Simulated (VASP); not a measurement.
Data:

```yaml
crystal:
  lattice:
    - [-1.73912, 1.73912, 1.73912]
    - [1.73912, -1.73912, 1.73912]
    - [1.73912, 1.73912, -1.73912]
  atoms:
    - { symbol: Li, position: [0.00000, 0.00000, 0.00000] }
```

These are vdW-DF-cx, VASP's PBE PAW potentials (set 64) (plane waves; VASP 6.6.1) values and carry that method's errors. Run with 520 eV cut-off, Gaussian smearing of 0.050 eV, potentials Li_sv.

Question: What does the run give for the band gap (along the path) with the smallest direct gap where there is one?

Answer: 
| Quantity | Result |
|---|---|
| band gap (along the path) | none (metal, semimetal or under 0.01 eV) |

The absolute energy has meaning only against runs of the same code, potentials and settings.

The compound is Li in the bcc structure. It was relaxed first.
